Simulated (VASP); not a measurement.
Here is the system:

```xyz
3
Lattice="0.0000 2.5987 2.5987 2.5987 0.0000 2.5987 2.5987 2.5987 0.0000" Properties=species:S:1:pos:R:3 pbc="T T T"
Hf     0.0000     0.0000     0.0000
O      1.2993     1.2993     1.2993
O      3.8980     3.8980     3.8980
```

Method: revPBE GGA, VASP's PBE PAW potentials (set 64) (plane waves; VASP 6.6.1). Settings: 520 eV cut-off, 8×8×8 Γ-centred mesh, Gaussian smearing of 0.050 eV, potentials Hf_pv O.

**Question.** Give the stress tensor in GPa (positive for a compressed cell).

**Answer.** 
```
-12.41    0.00    0.00
  0.00  -12.41    0.00
  0.00    0.00  -12.41
```
The pressure is its mean diagonal, -12.41 GPa.

The compound is HfO2 in the fluorite structure, the high-temperature cubic form, which is unstable at 0 K; the monoclinic form is the stable one. This cell is one point of a volume scan, at 1.06 of the reference volume.
